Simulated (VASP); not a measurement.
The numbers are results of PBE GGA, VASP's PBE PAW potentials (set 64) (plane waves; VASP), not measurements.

A VASP calculation is set up with these files.

INCAR:
```
SYSTEM = WC
PREC = Accurate
ENCUT = 520
EDIFF = 1E-6
NELM = 100
ALGO = Normal
LREAL = .FALSE.
LASPH = .TRUE.
ISMEAR = 1
SIGMA = 0.1
GGA = PE
LMAXMIX = 6
LWAVE = .FALSE.
LCHARG = .FALSE.
ISIF = 2
```

File KPOINTS:
```
Automatic mesh
0
Monkhorst-Pack
4 4 4
0 0 0
```

POSCAR:
```
WC
1
    1.4550000000    -2.5201340000     0.0000000000
    1.4550000000     2.5201340000     0.0000000000
    0.0000000000     0.0000000000     2.8400000000
W C
1 1
Direct
  0.0000000000   0.0000000000   0.0000000000
  0.3333330000   0.6666670000   0.5000000000
```

POTCAR, in this order: W_sv C (PBE.64 set). Program: vasp_std.

What VASP printed:

OUTCAR:
```
 ion  position               nearest neighbor table
   1  0.000  0.000  0.000-   2 2.20   2 2.20   2 2.20   2 2.20   2 2.20   2 2.20
   2  0.333  0.667  0.500-   1 2.20   1 2.20   1 2.20   1 2.20   1 2.20   1 2.20
  LATTYP: Found a hexagonal cell.
 ALAT       =     2.9100000649
 C/A-ratio  =     0.9759449954
 Subroutine PRICEL returns:
 Original cell was already a primitive cell.
 Subroutine GETGRP returns: Found 12 space group operations
The static configuration has the point symmetry D_3h.
The dynamic configuration has the point symmetry D_3h.
 Subroutine INISYM returns: Found 12 space group operations
 Subroutine IBZKPT returns following result:
 Found     12 irreducible k-points:

 Following reciprocal coordinates:
            Coordinates               Weight
  0.125000  0.125000  0.125000     12.000000
  0.375000  0.125000  0.125000     24.000000
 -0.375000  0.125000  0.125000     24.000000
 -0.125000  0.125000  0.125000     12.000000
  0.375000  0.375000  0.125000     12.000000
 -0.375000  0.375000  0.125000     12.000000
  0.125000  0.125000  0.375000     12.000000
  0.375000  0.125000  0.375000     24.000000
 -0.375000  0.125000  0.375000     24.000000
 -0.125000  0.125000  0.375000     12.000000
  0.375000  0.375000  0.375000     12.000000
 -0.375000  0.375000  0.375000     12.000000
   k-points           NKPTS =     12   k-points in BZ     NKDIM =     12   number of bands    NBANDS=     13
   number of dos      NEDOS =    301   number of ions     NIONS =      2
   total plane-waves  NPLWV =  13824
   dimension x,y,z NGX =    24 NGY =   24 NGZ =   24
   dimension x,y,z NGXF=    48 NGYF=   48 NGZF=   48
   ions per type =               1   1
   PREC   = accura    normal or accurate (medium, high low for compatibility)
   ISTART =      0    job   : 0-new  1-cont  2-samecut
   ICHARG =      2    charge: 1-file 2-atom 10-const
   ISPIN  =      1    spin polarized calculation?
   LNONCOLLINEAR =      F non collinear calculations
...
```

**OSZICAR**
```
       N       E                     dE             d eps       ncg     rms          rms(c)
DAV:   1     0.113649767561E+03    0.11365E+03   -0.98283E+03   312   0.154E+03
DAV:   2    -0.215723144127E+02   -0.13522E+03   -0.13142E+03   347   0.387E+02
DAV:   3    -0.255242600505E+02   -0.39519E+01   -0.39202E+01   397   0.615E+01
DAV:   4    -0.255595522869E+02   -0.35292E-01   -0.35272E-01   332   0.623E+00
DAV:   5    -0.255598628837E+02   -0.31060E-03   -0.31060E-03   367   0.591E-01    0.323E+01
DAV:   6    -0.225655133126E+02    0.29943E+01   -0.97751E+00   337   0.319E+01    0.848E+00
DAV:   7    -0.224993972207E+02    0.66116E-01   -0.40369E-01   317   0.581E+00    0.608E+00
DAV:   8    -0.224734814056E+02    0.25916E-01   -0.74180E-02   362   0.255E+00    0.934E-01
DAV:   9    -0.224720876358E+02    0.13938E-02   -0.47981E-03   327   0.515E-01    0.140E-01
DAV:  10    -0.224720360280E+02    0.51608E-04   -0.26631E-04   367   0.217E-01    0.850E-02
DAV:  11    -0.224720342769E+02    0.17511E-05   -0.22242E-05   337   0.439E-02    0.103E-02
DAV:  12    -0.224720328453E+02    0.14316E-05   -0.54951E-06   322   0.243E-02    0.396E-03
DAV:  13    -0.224720328968E+02   -0.51524E-07   -0.12421E-07   156   0.399E-03
   1 F= -.22472033E+02 E0= -.22472463E+02  d E =0.128915E-02
```

File OUTCAR:
```
------------------------ aborting loop because EDIFF is reached ----------------------------------------
  FORCE on cell =-STRESS in cart. coord.  units (eV):
  Direction    XX          YY          ZZ          XY          YZ          ZX
  --------------------------------------------------------------------------------------
  Total        0.5839626      0.5839626      0.9008579      0.0000000      0.0000000      0.0000000
  in kB       44.9221618     44.9221645     69.2997879      0.0000000      0.0000000      0.0000000
  external PRESSURE =      53.0480381 kB  Pullay stress =       0.0000000 kB
  volume of cell :       20.83
      direct lattice vectors                 reciprocal lattice vectors
     1.455000000 -2.520134000  0.000000000     0.343642612 -0.198402148  0.000000000
     1.455000000  2.520134000  0.000000000     0.343642612  0.198402148  0.000000000
     0.000000000  0.000000000  2.840000000     0.000000000  0.000000000  0.352112676
 POSITION                                       TOTAL-FORCE (eV/Angst)
 -----------------------------------------------------------------------------------
      0.00000      0.00000      0.00000         0.000000     -0.000000      0.000000
      1.45500      0.84005      1.42000        -0.000000      0.000000      0.000000
 -----------------------------------------------------------------------------------
    total drift:                                0.000000     -0.000385      0.000000
  FREE ENERGIE OF THE ION-ELECTRON SYSTEM (eV)
  ---------------------------------------------------
  free  energy   TOTEN  =       -22.4720328968 eV

  energy  without entropy=      -22.4733220500  energy(sigma->0) =      -22.47246261
```
(Selected blocks of OUTCAR.)

The compound is WC in the wc structure. The cell was not relaxed at this level. The k-mesh is coarse (spacing up to 0.62 per Å, 2π included), so the numbers may not be converged in it. The run is one of a series of settings (KPOINTS 4×4×4 Monkhorst-Pack mesh against the base run), some of them coarse on purpose.
